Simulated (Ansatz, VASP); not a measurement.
# Si3Ge in two plane-wave programs

One calculation is typed for both programs; each brings its own data sets. How far apart do they land? The cell is taken from a series of runs on this material, whose earlier steps may have relaxed, scaled, displaced or heated it; both programs get it as it stands.

Calculated with Ansatz 0.2.0; plane waves, with VASP 6.6.1 beside it; relaxation of cell and atoms at r2SCAN.

## (1) The structure

It takes space group Cm (No. 8, monoclinic). Conventional cell: a = 13.440 Å, b = 7.760 Å, c = 7.760 Å, α = 90.00°, β = 125.26°, γ = 90.00°. Ge has 3 Si at 2.38 Å and 1 Ge at 2.38 Å nearest. Nearest to Ge lie 4 Si at 2.38 Å. Nearest to Ge lie 2 Ge at 2.38 Å and 2 Si at 2.38 Å. Si has 3 Si at 2.38 Å and 1 Ge at 2.38 Å nearest. Nearest to Si lie 4 Si at 2.38 Å. Si has 3 Si at 2.38 Å and 1 Ge at 2.38 Å nearest. Farther neighbours are not listed.

As a file:

```cif
data_structure
_symmetry_space_group_name_H-M 'Cm'
_symmetry_Int_Tables_number 8
_cell_length_a 13.4404
_cell_length_b 7.7598
_cell_length_c 7.7598
_cell_angle_alpha 90.000
_cell_angle_beta 125.264
_cell_angle_gamma 90.000
_cell_volume 660.79
loop_
_atom_site_label
_atom_site_type_symbol
_atom_site_symmetry_multiplicity
_atom_site_Wyckoff_symbol
_atom_site_fract_x
_atom_site_fract_y
_atom_site_fract_z
_atom_site_occupancy
Ge1 Ge 4 b 0.37500 0.25000 0.87500 1
Ge2 Ge 2 a 0.62500 0.00000 0.87500 1
Ge3 Ge 2 a 0.25000 0.00000 0.75000 1
Si1 Si 4 b 0.00000 0.75000 0.25000 1
Si2 Si 2 a 0.12500 0.50000 0.37500 1
Si3 Si 2 a 0.25000 0.50000 0.25000 1
Si4 Si 4 b 0.37500 0.25000 0.37500 1
Si5 Si 2 a 0.12500 0.00000 0.37500 1
Si6 Si 2 a 0.25000 0.00000 0.25000 1
Si7 Si 2 a 0.25000 0.50000 0.75000 1
Si8 Si 4 b 0.50000 0.25000 0.75000 1
Si9 Si 2 a 0.62500 0.50000 0.87500 1
```

## (2) VASP: relaxation of cell and atoms, r2SCAN

The relaxed volume is the usual yardstick between codes: in a stiff, nearly cubic crystal its relative difference is about their pressure difference at one cell divided by the bulk modulus.

Lines of VASP's logs that name or quote its potential files are left out, and so is its time.

File INCAR:

```
SYSTEM = Si3Ge
PREC = Accurate
ENCUT = 550
EDIFF = 1E-07
NELM = 120
ISMEAR = -1
SIGMA = 0.02
LREAL = .FALSE.
ALGO = Normal
METAGGA = R2SCAN
LASPH = .TRUE.
NBANDS = 68
LORBIT = 11
LWAVE = .FALSE.
LCHARG = .FALSE.
ISIF = 3
IBRION = 2
NSW = 80
EDIFFG = -0.005
GGA_COMPAT = .FALSE.
NELMIN = 4
EFERMI = MIDGAP
LMIXTAU = .TRUE.
KPAR = 4
```

File POSCAR:

```
Si3Ge
1.0
    0.0000000000      5.4870000000      5.4870000000
    5.4870000000      0.0000000000      5.4870000000
    5.4870000000      5.4870000000      0.0000000000
Ge Si
4 12
Direct
    0.8750000000      0.3750000000      0.3750000000
    0.8750000000      0.3750000000      0.8750000000
    0.7500000000      0.7500000000      0.2500000000
    0.8750000000      0.8750000000      0.3750000000
    0.2500000000      0.2500000000      0.2500000000
    0.3750000000      0.3750000000      0.3750000000
    0.2500000000      0.2500000000      0.7500000000
    0.3750000000      0.3750000000      0.8750000000
    0.2500000000      0.7500000000      0.2500000000
    0.3750000000      0.8750000000      0.3750000000
    0.2500000000      0.7500000000      0.7500000000
    0.3750000000      0.8750000000      0.8750000000
    0.7500000000      0.2500000000      0.2500000000
    0.7500000000      0.2500000000      0.7500000000
    0.7500000000      0.7500000000      0.7500000000
    0.8750000000      0.8750000000      0.8750000000
```

File KPOINTS:

```
Automatic mesh
0
Gamma
4 4 4
0 0 0
```

Potentials, in the order of the species: Ge_d and Si (PBE family, release 64).

The run is started by

```bash
mpirun -np 4 vasp_std
```

Numbers of over 12 decimals in the logs are rounded to 6 here.

What it wrote:

```text
[banner, memory and clock lines left out]
running    4 mpi-ranks, on    1 nodes
 distrk:  each k-point on    1 cores,    4 groups
 distr:  one band on    1 cores,    1 groups

 POSCAR found type information on POSCAR GeSi
 POSCAR found :  2 types and      16 ions
|                                                                             |
|               ----> ADVICE to this user running VASP <----                  |
|                                                                             |
|     You enforced a specific xc type in the INCAR file but a different       |
|     [... a line on the potential file left out ...]
|     I HOPE YOU KNOW WHAT YOU ARE DOING!                                     |
|                                                                             |

 LDA part: xc-table for (None), standard interpolation
 POSCAR, INCAR and KPOINTS ok, starting setup
 FFT: planning ... GRIDC
 FFT: planning ... GRID_SOFT
 FFT: planning ... GRID
 WAVECAR not read
 entering main loop
       N       E                     dE             d eps       ncg     rms          rms(c)
DAV:   1     0.994850835270E+03    0.99485E+03   -0.45965E+04  4456   0.269E+03
DAV:   2     0.458704333567E+02   -0.94898E+03   -0.89776E+03  3264   0.871E+02
DAV:   3    -0.156729174273E+03   -0.20260E+03   -0.19449E+03  3700   0.202E+02
DAV:   4    -0.172409375129E+03   -0.15680E+02   -0.15503E+02  4032   0.650E+01
DAV:   5    -0.172879944784E+03   -0.47057E+00   -0.46901E+00  4032   0.118E+01    0.154E+01
DAV:   6    -0.164517326513E+03    0.83626E+01   -0.13969E+00  3836   0.790E+00    0.101E+01
DAV:   7    -0.155635989002E+03    0.88813E+01   -0.18161E+00  3824   0.780E+00    0.123E+00
DAV:   8    -0.159956326699E+03   -0.43203E+01   -0.16893E+00  3628   0.644E+00    0.528E-01
DAV:   9    -0.160411264740E+03   -0.45494E+00   -0.22114E-01  3960   0.223E+00    0.596E-01
DAV:  10    -0.160491649923E+03   -0.80385E-01   -0.16944E-01  3452   0.198E+00    0.514E-01
DAV:  11    -0.160181398498E+03    0.31025E+00   -0.10746E-01  3448   0.174E+00    0.332E-01
DAV:  12    -0.160525542653E+03   -0.34414E+00   -0.13475E-01  3424   0.157E+00    0.198E-01
DAV:  13    -0.160537713232E+03   -0.12171E-01   -0.82652E-03  4176   0.609E-01    0.131E-01
DAV:  14    -0.160539180987E+03   -0.14678E-02   -0.43318E-04  3984   0.104E-01    0.123E-01
[...]
DAV:  25    -0.160545316639E+03    0.22207E-05   -0.45970E-06  4020   0.188E-02    0.234E-03
DAV:  26    -0.160545313138E+03    0.35018E-05   -0.23294E-06  3688   0.105E-02    0.192E-03
DAV:  27    -0.160545317196E+03   -0.40583E-05   -0.88741E-07  3344   0.707E-03    0.114E-03
DAV:  28    -0.160545319516E+03   -0.23197E-05   -0.15184E-06  3072   0.686E-03    0.986E-04
DAV:  29    -0.160545319645E+03   -0.12926E-06   -0.11296E-07  2420   0.211E-03    0.668E-04
DAV:  30    -0.160545319753E+03   -0.10795E-06   -0.32440E-08  1920   0.225E-03    0.490E-04
DAV:  31    -0.160545319867E+03   -0.11448E-06   -0.10635E-08  1904   0.173E-03    0.270E-04
DAV:  32    -0.160545319946E+03   -0.78262E-07   -0.38572E-09  1896   0.959E-04
   1 F= -.16054532E+03 E0= -.16054532E+03  d E =-.160545E+03
[... from here on, the cycles between the ionic steps are left out ...]
   2 F= -.16061159E+03 E0= -.16061159E+03  d E =-.662693E-01
   3 F= -.16061320E+03 E0= -.16061320E+03  d E =-.678784E-01
   4 F= -.16061436E+03 E0= -.16061436E+03  d E =-.116057E-02
   5 F= -.16061500E+03 E0= -.16061500E+03  d E =-.179737E-02
   6 F= -.16061500E+03 E0= -.16061500E+03  d E =-.179664E-02
   7 F= -.16061511E+03 E0= -.16061511E+03  d E =-.116343E-03
 trial-energy change:   -0.000116  1 .order   -0.000118   -0.000205   -0.000031
 step:   1.1415(harm=  1.1298)  dis= 0.00103  next Energy=  -160.615114 (dE=-0.119E-03)
 bond charge predicted
       N       E                     dE             d eps       ncg     rms          rms(c)
DAV:   1    -0.160615112770E+03   -0.14164E-05   -0.63274E-04  4016   0.105E-01    0.557E-03
DAV:   2    -0.160615113857E+03   -0.10868E-05   -0.14346E-05  4132   0.197E-02    0.270E-03
DAV:   3    -0.160615113832E+03    0.24751E-07   -0.96987E-07  4180   0.899E-03    0.132E-03
DAV:   4    -0.160615113712E+03    0.11987E-06   -0.27122E-07  3032   0.555E-03    0.546E-04
DAV:   5    -0.160615113771E+03   -0.58406E-07   -0.14761E-07  2328   0.357E-03
   8 F= -.16061511E+03 E0= -.16061511E+03  d E =-.118743E-03
 curvature:  -0.58 expect dE=-0.708E-05 dE for cont linesearch -0.508E-07
 trial: gam= 0.08767 g(F)=  0.719E-05 g(S)=  0.510E-05 ort =-0.439E-05 (trialstep = 0.995E+00)
 search vector abs. value=  0.132E-04
 reached required accuracy - stopping structural energy minimisation
```

Parts of OUTCAR (step 2):

```text
ion  position               nearest neighbor table
   1  0.875  0.375  0.375-  14 2.38   5 2.38  13 2.38   3 2.38
   2  0.875  0.375  0.875-  13 2.38   7 2.38  14 2.38  15 2.38
   3  0.750  0.750  0.250-  16 2.38   4 2.38  10 2.38   1 2.38
   4  0.875  0.875  0.375-  15 2.38   9 2.38  13 2.38   3 2.38
   5  0.250  0.250  0.250-   8 2.38   6 2.38   1 2.38  10 2.38
   6  0.375  0.375  0.375-   7 2.38   5 2.38   9 2.38  13 2.38
   7  0.250  0.250  0.750-   6 2.38   2 2.38   8 2.38  12 2.38
   8  0.375  0.375  0.875-   5 2.38   7 2.38  11 2.38  14 2.38
   9  0.250  0.750  0.250-  12 2.38   6 2.38  10 2.38   4 2.38
  10  0.375  0.875  0.375-  11 2.38   5 2.38   9 2.38   3 2.38
  11  0.250  0.750  0.750-  10 2.38   8 2.38  12 2.38  16 2.38
  12  0.375  0.875  0.875-   9 2.38   7 2.38  11 2.38  15 2.38
  13  0.750  0.250  0.250-   2 2.38   1 2.38   4 2.38   6 2.38
  14  0.750  0.250  0.750-   1 2.38   2 2.38   8 2.38  16 2.38
  15  0.750  0.750  0.750-   4 2.38   2 2.38  12 2.38  16 2.38
  16  0.875  0.875  0.875-   3 2.38  11 2.38  14 2.38  15 2.38

  LATTYP: Found a face centered cubic cell.
 ALAT       =    10.9740000000

 Subroutine GETGRP returns: Found  2 space group operations
 (whereof  1 operations were pure point group operations)

The static configuration has the point symmetry C_1 .
 The point group associated with its full space group is C_1h.

 Found     24 irreducible k-points:

   k-points           NKPTS =     24   k-points in BZ     NKDIM =     24   number of bands    NBANDS=     68

   dimension x,y,z NGX =    60 NGY =   60 NGZ =   60
   dimension x,y,z NGXF=   120 NGYF=  120 NGZF=  120

   ENCUT  =  550.0 eV  40.42 Ry    6.36 a.u.  14.84 14.84 14.84*2*pi/ulx,y,z

   NELECT =     104.0000    total number of electrons

 k-points in reciprocal lattice and weights: Automatic mesh
   0.00000000  0.00000000  0.00000000       0.016
   0.25000000  0.00000000  0.00000000       0.031
   0.00000000  0.25000000  0.00000000       0.062
   0.00000000  0.00000000  0.25000000       0.031
   0.50000000  0.00000000  0.00000000       0.016
   0.00000000  0.50000000  0.00000000       0.031
   0.00000000  0.00000000  0.50000000       0.016
   0.25000000  0.25000000  0.00000000       0.062
   0.25000000  0.00000000  0.25000000       0.031
[...]
-0.25000000  0.50000000  0.25000000       0.031
   0.25000000 -0.25000000  0.50000000       0.062

 average (electrostatic) potential at core
       1 -78.2526       2 -78.2656       3 -78.2825       4 -78.2526       5 -86.6912
       6 -86.6322       7 -86.7124       8 -86.6553       9 -86.6912      10 -86.6545
      11 -86.6908      12 -86.6553      13 -86.6928      14 -86.6903      15 -86.6903
      16 -86.6310

 E-fermi :   5.8554

 k-point     1 :       0.0000    0.0000    0.0000
  band No.  band energies     occupation
    ...
     48       4.2412      2.00000
     49       4.2413      2.00000
     50       5.4642      2.00000
     51       5.4876      2.00000
     52       5.5007      2.00000
     53       6.2176      0.00000
     54       6.2633      0.00000
     55       6.2774      0.00000
     56       6.4750      0.00000
     57       6.5009      0.00000
    ...

 k-point     2 :       0.2500    0.0000    0.0000
  band No.  band energies     occupation
    ...
     48       3.8114      2.00000
     49       4.2252      2.00000
     50       4.2403      2.00000
     51       5.1795      2.00000
     52       5.1935      2.00000
     53       6.4675      0.00000
     54       6.5656      0.00000
     55       6.6398      0.00000
     56       7.0818      0.00000
     57       7.5803      0.00000
    ...

 k-point     3 :       0.0000    0.2500    0.0000
  band No.  band energies     occupation
    ...
     48       3.7867      2.00000
     49       4.2651      2.00000
     50       4.2840      2.00000
     51       5.1513      2.00000
     52       5.1736      2.00000
     53       6.4688      0.00000
     54       6.5590      0.00000
     55       6.6803      0.00000
     56       7.0829      0.00000
     57       7.4931      0.00000
    ...

  Total       -0.0036211     -0.0035303     -0.0036211      0.0033221     -0.0033207     -0.0283467
  in kB       -0.0175132     -0.0170743     -0.0175132      0.0160672     -0.0160602     -0.1370970
  external PRESSURE =      -0.0173669 kB  Pullay stress =       0.0000000 kB

  energy-cutoff  :      550.00
  volume of cell :      331.27
      direct lattice vectors                 reciprocal lattice vectors
     0.000066772  5.491614627  5.491581503    -0.091045327  0.091052137  0.091045327
     5.491648275  0.000000000  5.491648275     0.091051575 -0.091043674  0.091043117
     5.492091964  5.492124883 -0.000443689     0.091036868  0.091035212 -0.091036868

 POSITION                                       TOTAL-FORCE (eV/Angst)
 -----------------------------------------------------------------------------------
      4.10301      6.88094      6.84812        -0.001564     -0.000975     -0.000835
      6.86482      9.61124      6.86430        -0.001793     -0.002539      0.001793
      5.49224      5.45972      8.23688         0.000552     -0.001029     -0.000552
      6.88100      6.88094      9.62611         0.000835     -0.000975      0.001564
      2.72997      2.76059      2.76018         0.000271      0.002169      0.000571
      4.11932      4.11984      4.11815         0.001177     -0.003881     -0.001177
      5.47740      5.50763      2.76007         0.000878      0.002598     -0.000878
      6.86396      6.86492      4.11755         0.000753     -0.004462     -0.000213
      5.47729      2.76059      5.50750        -0.000571      0.002169     -0.000271
      6.87975      4.10372      6.84937        -0.001255     -0.000515      0.001255
      8.23717      5.49192      5.49195        -0.000290      0.004392      0.000290
      9.61157      6.86492      6.86516         0.000213     -0.004462     -0.000753
      2.76045      5.47645      5.47702         0.000128      0.003956     -0.000128
      5.49264      8.23740      5.46146         0.000389      0.002040      0.000454
      8.26767      8.23740      8.23648        -0.000454      0.002040     -0.000389
      9.59601      9.59544      9.62476         0.000731     -0.000526     -0.000731
 -----------------------------------------------------------------------------------
    total drift:                                0.000537      0.001121     -0.000544

  FREE ENERGIE OF THE ION-ELECTRON SYSTEM (eV)
  ---------------------------------------------------
  free  energy   TOTEN  =      -160.6151137705 eV

  energy  without entropy=     -160.6151137697  energy(sigma->0) =     -160.61511377

 reached required accuracy - stopping structural energy minimisation

 total charge
# of ion       s       p       d       tot
------------------------------------------
    1        1.090   1.384  10.029  12.504
    2        1.087   1.389  10.028  12.505
    3        1.093   1.366  10.029  12.488
    4        1.090   1.384  10.029  12.504
    5        0.746   0.943   0.000   1.689
    6        0.744   0.952   0.000   1.697
    7        0.746   0.940   0.000   1.686
    8        0.744   0.950   0.000   1.694
    9        0.746   0.943   0.000   1.689
   10        0.747   0.947   0.000   1.694
   11        0.744   0.945   0.000   1.689
   12        0.744   0.950   0.000   1.694
   13        0.751   0.938   0.000   1.689
   14        0.749   0.940   0.000   1.689
   15        0.749   0.940   0.000   1.689
   16        0.747   0.950   0.000   1.697
--------------------------------------------------
tot         13.318  16.862  40.115  70.296

[... 3 further parts left out ...]
```

CONTCAR:

```
Si3Ge
   1.00000000000000
     0.0000667719145927    5.4916146265222130    5.4915815033828697
     5.4916482752974618    0.0000000000000000    5.4916482752974618
     5.4920919643382931    5.4921248833637275   -0.0004436890408318
  Ge              Si
     4    12
Direct
     0.8764534746615812    0.3705936584290213    0.3765023642217231
     0.8750766400510824    0.3749571202401804    0.8750091194685566
     0.7470057495271588    0.7529153338481585    0.2471635827765246
     0.8764534746615812    0.8764505026876743    0.3765023642217231
     0.2541083601639832    0.2485294542006913    0.2485604903795877
     0.3750135534331697    0.3749148512431727    0.3751567440804850
     0.2540817756250432    0.2485767468575373    0.7487647306598822
     0.3750180631936872    0.3748416143470822    0.8749733934680409
     0.2541083601639832    0.7488016952557378    0.2485604903795877
     0.3708863992102553    0.8763827745433371    0.3763480517030704
     0.2501122922586747    0.7500066704069360    0.7498743669274531
     0.3750180631936872    0.8751669289911896    0.8749733934680409
     0.7459744112522031    0.2513919766847780    0.2512416353782410
     0.7471931677808046    0.2473787122367171    0.7527322686517738
     0.7471931677808046    0.7526958513307046    0.7527322686517738
     0.8763030470423001    0.8763961086970816    0.8709047355635363
```

The run keeps the 2 symmetry operations of its start, so it cannot find a distortion of lower symmetry.

(Part 1 of 2 ends here.)

[Lines on the potential files, build, host, timing and source positions are cut from VASP's logs without a mark.]

[Logs are printed without paths, hosts, clocks, repeated set-up lines and the standing remarks that a program may print on its own settings, such as how far it seeks lower states.]

[Hosts, paths, dates, database ids (printed as entryN), source tags and the programs' standing remarks are cut or masked in the printed files.]
